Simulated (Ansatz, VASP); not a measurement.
**CdS (Greenockite): VASP beside Ansatz**

Wanted: the spread between two codes on one cell, functional and k mesh. The cell is taken from a series of runs on this material, whose earlier steps may have relaxed, scaled, displaced or heated it; both programs get it as it stands.

Main program and level: Ansatz 0.2.0; plane waves, with VASP 6.6.1 beside it; relaxation of cell and atoms at PBE with D3(BJ) and zone-centre phonons at PBE with D3(BJ).

### 1. Starting point

Symmetry: P6_3mc, No. 186, hexagonal system. Conventional cell: a = 4.142 Å, b = 4.142 Å, c = 6.753 Å, α = 90.00°, β = 90.00°, γ = 120.00°. Nearest to Cd lie 4 S at 2.53 to 2.54 Å. S has 4 Cd at 2.53 to 2.54 Å nearest. Farther neighbours and most contacts between anions are not listed.

Structure file:

```
Cd S
1.0
     4.14244    0.00000    0.00000
    -2.07122    3.58746    0.00000
     0.00000    0.00000    6.75286
Cd S
2 2
Direct
  0.33333 0.66667 0.99954
  0.66667 0.33333 0.49954
  0.33333 0.66667 0.37546
  0.66667 0.33333 0.87546
```

### 2. VASP: relaxation of cell and atoms, PBE with D3(BJ)

The relaxed volume is the usual yardstick between codes: in a stiff, nearly cubic crystal its relative difference is about their pressure difference at one cell divided by the bulk modulus.

Lines of VASP's logs that name or quote its potential files are left out, and so is its time.

Contents of INCAR:

```
SYSTEM = CdS
PREC = Accurate
ENCUT = 500
EDIFF = 1E-07
NELM = 120
ISMEAR = 0
SIGMA = 0.01
LREAL = .FALSE.
ALGO = Normal
GGA = PE
IVDW = 12
NBANDS = 24
LORBIT = 11
LWAVE = .FALSE.
LCHARG = .FALSE.
ISIF = 3
IBRION = 2
NSW = 80
EDIFFG = -0.005
LASPH = .TRUE.
GGA_COMPAT = .FALSE.
NELMIN = 4
EFERMI = MIDGAP
KPAR = 2
```

Contents of POSCAR:

```
CdS
1.0
    4.1424380000      0.0000000000      0.0000000000
   -2.0712190000      3.5874560000      0.0000000000
    0.0000000000      0.0000000000      6.7528610000
Cd S
2 2
Direct
    0.3333332869      0.6666665738      0.9995379736
    0.6666667131      0.3333334262      0.4995378996
    0.3333332869      0.6666665738      0.3754620449
    0.6666667131      0.3333334262      0.8754619709
```

Contents of KPOINTS:

```
Automatic mesh
0
Gamma
9 9 4
0 0 0
```

PAW data sets: Cd and S (PBE family, release 64).

On the command line:

```bash
mpirun -np 2 vasp_std
```

Numbers of over 12 decimals in the logs are rounded to 6 here.

What it wrote:

```text
[banner, memory and clock lines left out]
running    2 mpi-ranks, on    1 nodes
 distrk:  each k-point on    1 cores,    2 groups
 distr:  one band on    1 cores,    1 groups

 POSCAR found type information on POSCAR CdS
 POSCAR found :  2 types and       4 ions
 LDA part: xc-table for (Slater+PW92), standard interpolation
 POSCAR, INCAR and KPOINTS ok, starting setup
 FFT: planning ... GRIDC
 FFT: planning ... GRID_SOFT
 FFT: planning ... GRID
 WAVECAR not read
 entering main loop
       N       E                     dE             d eps       ncg     rms          rms(c)
DAV:   1     0.241457027878E+03    0.24146E+03   -0.17284E+04  1728   0.133E+03
DAV:   2    -0.979470749173E+00   -0.24244E+03   -0.23565E+03  2000   0.333E+02
DAV:   3    -0.132351845921E+02   -0.12256E+02   -0.12214E+02  2144   0.764E+01
DAV:   4    -0.133519742209E+02   -0.11679E+00   -0.11676E+00  2040   0.738E+00
DAV:   5    -0.133540561081E+02   -0.20819E-02   -0.20818E-02  2208   0.942E-01    0.112E+01
DAV:   6    -0.122884072093E+02    0.10656E+01   -0.22229E+00  2288   0.154E+01    0.886E+00
DAV:   7    -0.122716170952E+02    0.16790E-01   -0.80986E-01  1992   0.497E+00    0.399E+00
DAV:   8    -0.122679318545E+02    0.36852E-02   -0.10726E-01  1984   0.336E+00    0.550E-01
DAV:   9    -0.122663111859E+02    0.16207E-02   -0.18905E-02  2152   0.175E+00    0.164E-01
DAV:  10    -0.122664814499E+02   -0.17026E-03   -0.14841E-03  2040   0.404E-01    0.116E-01
DAV:  11    -0.122665825083E+02   -0.10106E-03   -0.21675E-04  2160   0.104E-01    0.105E-01
DAV:  12    -0.122666253453E+02   -0.42837E-04   -0.15442E-04  1832   0.683E-02    0.226E-02
DAV:  13    -0.122666300541E+02   -0.47087E-05   -0.16178E-05  2208   0.297E-02    0.699E-03
DAV:  14    -0.122666307060E+02   -0.65194E-06   -0.32525E-06  1856   0.178E-02    0.923E-03
DAV:  15    -0.122666303842E+02    0.32182E-06   -0.86846E-07  2192   0.458E-03    0.268E-03
DAV:  16    -0.122666303298E+02    0.54360E-07   -0.26898E-08  1280   0.117E-03
   1 F= -.13477582E+02 E0= -.13477582E+02  d E =-.134776E+02
 curvature:   0.00 expect dE= 0.000E+00 dE for cont linesearch  0.000E+00
 trial: gam= 0.00000 g(F)=  0.115E-05 g(S)=  0.145E-02 ort = 0.000E+00 (trialstep = 0.100E+01)
 search vector abs. value=  0.145E-02
 bond charge predicted
       N       E                     dE             d eps       ncg     rms          rms(c)
DAV:   1    -0.122942109002E+02   -0.27581E-01   -0.37264E-01  1832   0.640E+00    0.103E+00
DAV:   2    -0.122787776166E+02    0.15433E-01   -0.39646E-02  1928   0.249E+00    0.364E-01
DAV:   3    -0.122771657266E+02    0.16119E-02   -0.43293E-03  1928   0.576E-01    0.312E-01
DAV:   4    -0.122769246370E+02    0.24109E-03   -0.26336E-04  1760   0.121E-01    0.793E-02
DAV:   5    -0.122768688858E+02    0.55751E-04   -0.14342E-04  2216   0.137E-01    0.197E-02
DAV:   6    -0.122768686745E+02    0.21137E-06   -0.15132E-05  1824   0.364E-02    0.866E-03
DAV:   7    -0.122768687367E+02   -0.62190E-07   -0.22014E-07  1776   0.320E-03
   2 F= -.13478042E+02 E0= -.13478042E+02  d E =-.460097E-03
 trial-energy change:   -0.000460  1 .order   -0.000475   -0.001447    0.000497
 step:   0.7354(harm=  0.7442)  dis= 0.00009  next Energy=   -13.478108 (dE=-0.526E-03)
 bond charge predicted
       N       E                     dE             d eps       ncg     rms          rms(c)
DAV:   1    -0.122755737125E+02    0.12950E-02   -0.26045E-02  1832   0.168E+00    0.268E-01
DAV:   2    -0.122744726429E+02    0.11011E-02   -0.28256E-03  1920   0.664E-01    0.946E-02
DAV:   3    -0.122743636024E+02    0.10904E-03   -0.31211E-04  1920   0.153E-01    0.805E-02
DAV:   4    -0.122743572637E+02    0.63388E-05   -0.18016E-05  1768   0.336E-02    0.204E-02
DAV:   5    -0.122743571266E+02    0.13704E-06   -0.10473E-05  2216   0.371E-02    0.600E-03
DAV:   6    -0.122743578870E+02   -0.76042E-06   -0.11187E-06  1856   0.991E-03    0.224E-03
DAV:   7    -0.122743578581E+02    0.28929E-07   -0.13131E-08   952   0.826E-04
   3 F= -.13478110E+02 E0= -.13478110E+02  d E =-.527970E-03
 curvature:  -0.37 expect dE=-0.537E-06 dE for cont linesearch -0.266E-07
 trial: gam=-0.00604 g(F)=  0.107E-05 g(S)=  0.371E-06 ort = 0.102E-04 (trialstep = 0.947E+00)
 search vector abs. value=  0.137E-05
 reached required accuracy - stopping structural energy minimisation
```

Parts of OUTCAR (step 2):

```text
ion  position               nearest neighbor table
   1  0.333  0.667  1.000-   4 2.53   4 2.53   4 2.53   3 2.54
   2  0.667  0.333  0.500-   3 2.53   3 2.53   3 2.53   4 2.54
   3  0.333  0.667  0.375-   2 2.53   2 2.53   2 2.53   1 2.54
   4  0.667  0.333  0.875-   1 2.53   1 2.53   1 2.53   2 2.54

  LATTYP: Found a hexagonal cell.
 ALAT       =     4.1424380000
 C/A-ratio  =     1.6301658588

 Subroutine GETGRP returns: Found 12 space group operations
 (whereof  6 operations were pure point group operations)

The static configuration has the point symmetry C_3v.
 The point group associated with its full space group is C_6v.

 Found     36 irreducible k-points:

   k-points           NKPTS =     36   k-points in BZ     NKDIM =     36   number of bands    NBANDS=     24

   dimension x,y,z NGX =    30 NGY =   30 NGZ =   50
   dimension x,y,z NGXF=    60 NGYF=   60 NGZF=  100

   ENCUT  =  500.0 eV  36.75 Ry    6.06 a.u.   7.55  7.55 12.31*2*pi/ulx,y,z

   NELECT =      36.0000    total number of electrons

 k-points in reciprocal lattice and weights: Automatic mesh
   0.00000000  0.00000000  0.00000000       0.003
   0.11111111  0.00000000  0.00000000       0.019
   0.22222222  0.00000000  0.00000000       0.019
   0.33333333  0.00000000  0.00000000       0.019
   0.44444444  0.00000000  0.00000000       0.019
   0.11111111  0.11111111  0.00000000       0.019
   0.22222222  0.11111111  0.00000000       0.037
   0.33333333  0.11111111  0.00000000       0.037
   0.44444444  0.11111111  0.00000000       0.019
[...]
0.33333333  0.22222222  0.50000000       0.037
   0.33333333  0.33333333  0.50000000       0.006

 Edisp (eV)   -1.20117

 average (electrostatic) potential at core
       1 -39.3923       2 -39.3923       3 -89.2676       4 -89.2676

 E-fermi :   1.7672

 k-point     1 :       0.0000    0.0000    0.0000
  band No.  band energies     occupation
    ...
     14       0.4381      2.00000
     15       0.4381      2.00000
     16       1.1252      2.00000
     17       1.1744      2.00000
     18       1.1744      2.00000
     19       2.3601      0.00000
     20       3.9684      0.00000
     21       7.6621      0.00000
     22       7.6621      0.00000
     23       7.9397      0.00000
    ...

 k-point     2 :       0.1111    0.0000    0.0000
  band No.  band energies     occupation
    ...
     14      -0.0542      2.00000
     15       0.2883      2.00000
     16       0.4819      2.00000
     17       1.0394      2.00000
     18       1.0888      2.00000
     19       3.0288      0.00000
     20       4.4379      0.00000
     21       7.2488      0.00000
     22       7.8463      0.00000
     23       8.1053      0.00000
    ...

 k-point     3 :       0.2222    0.0000    0.0000
  band No.  band energies     occupation
    ...
     14      -0.9964      2.00000
     15      -0.5126      2.00000
     16      -0.0563      2.00000
     17       0.7772      2.00000
     18       0.8685      2.00000
     19       3.9336      0.00000
     20       5.1098      0.00000
     21       6.7431      0.00000
     22       7.7018      0.00000
     23       8.1750      0.00000
    ...

 Edisp (eV)   -1.20375

  Total       0.00332     0.00332    -0.00295     0.00000     0.00000    -0.00000
  in kB       0.05277     0.05277    -0.04684     0.00000     0.00000    -0.00000
  external pressure =        0.02 kB  Pullay stress =        0.00 kB

  energy-cutoff  :      500.00
  volume of cell :      100.89
      direct lattice vectors                 reciprocal lattice vectors
     4.149818673  0.000000000  0.000000000     0.240974384  0.139126647 -0.000000000
    -2.074909336  3.593847847  0.000000000     0.000000000  0.278253294  0.000000000
     0.000000000  0.000000000  6.764712071     0.000000000  0.000000000  0.147825952

 POSITION                                       TOTAL-FORCE (eV/Angst)
 -----------------------------------------------------------------------------------
      0.00000      2.39590      6.76150         0.000000     -0.000000     -0.002357
      2.07491      1.19795      3.37914        -0.000000      0.000000     -0.002357
      0.00000      2.39590      2.53998         0.000000      0.000000      0.002357
      2.07491      1.19795      5.92234         0.000000     -0.000000      0.002357
 -----------------------------------------------------------------------------------
    total drift:                               -0.000000     -0.000290     -0.001144

  FREE ENERGIE OF THE ION-ELECTRON SYSTEM (eV)
  ---------------------------------------------------
  free  energy   TOTEN  =       -13.4781099375 eV

  energy  without entropy=      -13.4781099375  energy(sigma->0) =      -13.47810994

 reached required accuracy - stopping structural energy minimisation

 total charge
# of ion       s       p       d       tot
------------------------------------------
    1        0.422   0.317   9.565  10.303
    2        0.422   0.317   9.565  10.303
    3        1.324   2.398   0.000   3.721
    4        1.324   2.398   0.000   3.721
--------------------------------------------------
tot          3.491   5.429  19.130  28.050

[... 3 further parts left out ...]
```

### 3. Ansatz: relaxation of cell and atoms, PBE with D3(BJ)

Ansatz runs on its PAW soft_1 files.

The same cell, functional and mesh now go to Ansatz, which takes its cutoff from its data sets.

Contents of input.yaml:

```yaml
crystal:
  lattice:
    - [4.142437576, 0.0, 0.0]
    - [-2.071218788, 3.5874561744, 0.0]
    - [0.0, 0.0, 6.7528607261]
  atoms:
    - { symbol: Cd, position: [0.3333333333, 0.6666666667, -0.000462051] }
    - { symbol: Cd, position: [0.6666666667, 0.3333333333, 0.499537949] }
    - { symbol: S, position: [0.3333333333, 0.6666666667, 0.375462051] }
    - { symbol: S, position: [0.6666666667, 0.3333333333, 0.875462051] }
kpoints:
  mp_grid: { grid: [9, 9, 4] }
hamiltonian:
  xc: pbe
  dispersion: d3bj
  pseudopotentials: { kind: paw, azcp: { folder: soft_1 } }
scf:
  occupations: { method: fixed }
output:
  forces: true
  stress: true
  eigenvalues: true
relax:
  adjacent_minimum: "off"
  f_tol: 0.001
  max_steps: 60
  cell: { stress_tol: 0.01 }
```

On the command line:

```bash
ansatz run input.yaml --threads 8 --pin off --max-ram 15360MiB --backend cpu --events-out ev --progress --plain --runs-dir out
```

What it wrote:

```text
Engine: ansatz 0.2.0, x86_64-unknown-linux-gnu
Pseudopotentials: kind: paw
Pseudopotential: Cd, paw, valence charge 20, recommended cutoff 420 eV (normal), soft_1/Cd.paw.azcp
Pseudopotential: S, paw, valence charge 6, recommended cutoff 420 eV (normal), soft_1/S.paw.azcp
Functional definition: PBE
  parameter kappa = 0.804
  parameter beta = 0.066725
  exchange = pbe_x(kappa = kappa, mu = beta*pi^2/3)
  correlation = pbe_c(beta = beta)
Crystal: 4 atoms, lattice volume = 100.353 Å³
Basis set: ecut = 420 eV, 1967 PW (Γ), exchange–correlation on 60×60×96 points (8 copies of the dense FFT grid, shifted against one another)
Bands: 32, of which v1, the nominal top of the filled ones, is band 26 counted from 1 (25 counted from 0)
Symmetry: 12 space group operations
Space group: P63mc (ITA 186), of the structure as read, at distance tolerance 4.6e-5 Å
k-points: 36 of 324 (time reversal used)
Non-local potential: Cd, projectors of the file, l = 0: 3, l = 1: 2, l = 2: 2, l = 3: 1
Non-local potential: S, projectors of the file, l = 0: 2, l = 1: 2, l = 2: 1
PAW form: soft (Blöchl's): semilocal exchange-correlation on the pseudo side does not see the compensation charge
PAW one-centre angular grid: Cd, 590 points (default); XC on 64 Gauss nodes
PAW one-centre angular grid: S, 110 points (default); XC on 64 Gauss nodes
Initial density: superposition of atomic densities (chi_scale 0.1, normalization cell, long waves kept (reshape's long-wave potential 0.00 eV rms))
Initial wavefunctions: pseudopotential atomic-orbital guess
Functional: x = pbe(κ = 0.804, μ = 0.219515), c = pbe(β = 0.066725)
SCF iter   1: F=—  HF=-18317.141819 eV  |F-HF|=—  |Δ(HF+E_count)|=         —  Δρ=2.84e-2  dr2=7.09e-1  ethr=3.10e-3  ⟨swp⟩=5.0  Hψ=4058  notcnv=0  defer=140
preconditioner: auto → Resta (q_TF=auto, 2.445 Å⁻¹)  ε∞=4.5  [insulator: Δε(μ)=1.407 eV  Ē_g=11.861 eV  n_scr=22 (ndim 8)  ℏωp=22.2 eV  f_vac=0.072  ε∞_Penn≈4.5]
SCF iter   2: F=—  HF=-18316.995295 eV  |F-HF|=—  |Δ(HF+E_count)|=   1.47e-1  Δρ=1.37e-2  dr2=1.64e-1  ethr=1.36e-3  ⟨swp⟩=2.9  Hψ=2112  notcnv=0  defer=143
SCF iter   3: F=—  HF=-18316.986607 eV  |F-HF|=—  |Δ(HF+E_count)|=   8.69e-3  Δρ=4.64e-3  dr2=2.03e-2  ethr=3.16e-4  ⟨swp⟩=2.0  Hψ=1352  notcnv=0  defer=143
SCF iter   4: F=—  HF=-18316.989437 eV  |F-HF|=—  |Δ(HF+E_count)|=   2.83e-3  Δρ=1.03e-3  dr2=1.47e-3  ethr=3.90e-5  ⟨swp⟩=2.1  Hψ=1687  notcnv=0  defer=143
SCF iter   5: F=—  HF=-18316.991034 eV  |F-HF|=—  |Δ(HF+E_count)|=   1.60e-3  Δρ=4.17e-4  dr2=2.28e-4  ethr=2.82e-6  ⟨swp⟩=2.5  Hψ=1778  notcnv=0  defer=143
SCF iter   6: F=—  HF=-18316.991560 eV  |F-HF|=—  |Δ(HF+E_count)|=   5.26e-4  Δρ=7.51e-5  dr2=6.00e-6  ethr=4.39e-7  ⟨swp⟩=2.1  Hψ=1808  notcnv=0  defer=143
SCF iter   7: F=—  HF=-18316.991633 eV  |F-HF|=—  |Δ(HF+E_count)|=   7.28e-5  Δρ=1.45e-5  dr2=2.85e-7  ethr=1.15e-8  ⟨swp⟩=2.0  Hψ=1808  notcnv=0  defer=116
SCF iter   8: F=-18316.991634 eV  HF=-18316.991634 eV  |F-HF|=4.24e-8  |Δ(HF+E_count)|=   9.39e-7  Δρ=3.90e-6  dr2=2.03e-8  ethr=1.92e-10  ⟨swp⟩=12.5  Hψ=6884  notcnv=0
SCF 1 converged in 8 iterations: F = -18316.991634 eV  dr2 = 2.03e-8
  greatest PAW one-centre occupation: 1.000 electrons in one spin orbital (limit 2), on the Cd atom at site 0 (counted from 0), in its partial waves of l = 0
relax step   1: F+E_penalty+E_count = -18316.99163368 eV  Δ(F+E_penalty+E_count) = +0.000e0 eV  max|allowed force component| = 3.002e-3 eV/Å  Δτ_max = 0.0000 Å  P = -0.004 GPa  Ω = 100.353 Å³  (8 SCF iters, dr2 threshold 1.00e-7 eV, accepted)
[...]
relax step   2: F+E_penalty+E_count = -18316.99164034 eV  Δ(F+E_penalty+E_count) = -6.659e-6 eV  max|allowed force component| = 1.877e-3 eV/Å  Δτ_max = 0.0005 Å  P = +0.001 GPa  Ω = 100.346 Å³  energy of the carried Pulay correction = +1.169e-6 eV  (5 SCF iters, dr2 threshold 5.63e-10 eV, accepted)
[...]
relax step   3: F+E_penalty+E_count = -18316.99164144 eV  Δ(F+E_penalty+E_count) = -1.093e-6 eV  max|allowed force component| = 5.165e-5 eV/Å  Δτ_max = 0.0004 Å  P = -0.001 GPa  Ω = 100.349 Å³  energy of the carried Pulay correction = +6.353e-7 eV  (5 SCF iters, dr2 threshold 2.20e-10 eV, accepted)
[...]
relax step   4: F+E_penalty+E_count = -18316.99163955 eV  Δ(F+E_penalty+E_count) = +1.884e-6 eV  max|allowed force component| = 5.309e-5 eV/Å  Δτ_max = 0.0000 Å  P = -0.001 GPa  Ω = 100.349 Å³  stress off target by 1.02e-3 GPa  SCF on the basis re-selected at this cell (its energy is not comparable with the rows above)  (5 SCF iters)
basis re-selected at this cell: Δ(F+E_penalty+E_count) = +1.884e-6 eV, ΔP = -0.000 GPa vs the last step (what re-selecting the basis moved, of the pressure what is left beyond the Pulay correction that the steps carried, after the strain that the cell walked since its last selection, with what the two solves' SCF thresholds leave and, on support functions, any second-order correction that the steps lacked; it is no m [...]
SCF converged after 5 iterations
Free energy (F): -18316.991640 eV
Harris-Foulkes:  -18316.991640 eV  (|F-HF|=3.64e-12)
Internal energy: -18316.991640 eV  (E = F + TS)
E sigma→0 (E₀):  -18316.991640 eV
Fermi energy:    6.751447 eV
--- Per-component energies (eV) ---
  E_band       = -1019.907558
  E_kinetic    = 1092.241577
  E_local      = -8121.112858  (includes V_loc(G=0)·N_el)
  E_nonlocal   = 309.149459
  E_hartree    = 3695.241482
  E_xc         = -491.341153
  E_vxc        = -558.039044  (∫ρ·V_xc dr)
  E_paw        = -9415.074095  (= ΣΔE_a)
  E_vpaw       = -1132.630346  (= ΣTr[D̂ρ^β])
  E_aug_tail   = 0.000708  (compensation charges beyond the density's cutoff)
  E_ewald      = -5384.885487
  E_disp       = -1.211274  (pairwise vdW)
  E_smearing   = -0.000000  (= −TS)
  E_closure    = -0.000000  (closes the sum)
  Σ components = -18316.991640   (vs F -18316.991640, Δ=0.00e0)
--- Forces (eV/Å), atoms counted from 1 ---
  atom   1  Cd     0.00000000    -0.00000000    -0.00005304
  atom   2  Cd    -0.00000000    -0.00000000    -0.00005304
  atom   3  S      0.00000000     0.00000000     0.00005314
  atom   4  S      0.00000000     0.00000000     0.00005314
  max |Σ_I F_I| component: 2.02e-7 eV/Å
--- Stress (GPa, compression-positive) ---
       -0.001021       0.000000      -0.000000
       -0.000000      -0.001021       0.000000
       -0.000000       0.000000      -0.000730
  P = ⅓ Tr σ = -0.0009 GPa (-0.009 kbar)
--- Band table (eV; the first three rows and the last of 36) ---
  k-point 0: bands = [... 22 lower, 6.0089, 6.7033, 6.7514, 6.7514, 7.9477, 9.5459, 13.2242, 13.2242, ... 2 higher]
  k-point 1: bands = [... 22 lower, 6.1115, 6.1115, 6.6360, 6.6360, 8.8300, 9.6175, 13.0283, 13.2935, ... 2 higher]
  k-point 2: bands = [... 22 lower, 6.3673, 6.3673, 6.3673, 6.3673, 9.5920, 9.5920, 12.9036, 12.9036, ... 2 higher]
  k-point 35: bands = [... 22 lower, 4.3603, 4.3603, 5.6435, 5.6435, 11.1294, 11.1294, 12.8468, 12.8468, ... 2 higher]
--- Relaxed structure (3 steps of the walk, 3 accepted, 1 SCFs on fresh bases) ---
  F+E_penalty+E_count = -18316.99163955 eV   max|allowed force component| = 5.309e-5 eV/Å   (the final SCF, on the basis selected at the relaxed cell)
  cell:  # Å, volume = 100.3493 Å³
    - [4.143402, 0, 0]
    - [-2.071701, 3.588292, 0]
    - [-1.0093472389927031e-19, 0, 6.749470]
  atoms:
    - { symbol: Cd, position: [0.333333, 0.666667, -0.000595573] }
    - { symbol: Cd, position: [0.666667, 0.333333, 0.499404] }
    - { symbol: S, position: [0.333333, 0.666667, 0.375596] }
    - { symbol: S, position: [0.666667, 0.333333, 0.875596] }
```

The column dr2 measures how far the density is from self-consistency, as an energy; F and HF (Harris–Foulkes) agree once it is small.

### 4. Side by side

Known differences besides the potentials themselves: fixed occupations in Ansatz, narrow Gaussian smearing in VASP; the data sets hold 52 valence electrons in Ansatz (on its PAW soft_1 files) and 36 in VASP; the cutoff is 420 eV in Ansatz and 500 eV in VASP; Ansatz adds a Pulay correction to the stress that steers its cell, VASP none. Total energies have different zeros and are not compared.

The two programs side by side:

| quantity | Ansatz | VASP | difference |
| --- | --- | --- | --- |
| volume (Å³) | 100.35 | 100.89 | -0.53 % |
| edge a after relaxation, in the typed setting (Å) | 4.143 | 4.150 | -0.15 % |
| edge c after relaxation, in the typed setting (Å) | 6.750 | 6.765 | -0.22 % |

[end of part 1 of 2]

[Lines on the potential files, build, host, timing and source positions are cut from VASP's logs without a mark.]

[Logs are printed without paths, hosts, clocks, repeated set-up lines and the standing remarks that a program may print on its own settings, such as how far it seeks lower states.]

[Hosts, paths, dates, database ids (printed as entryN), source tags and the programs' standing remarks are cut or masked in the printed files.]
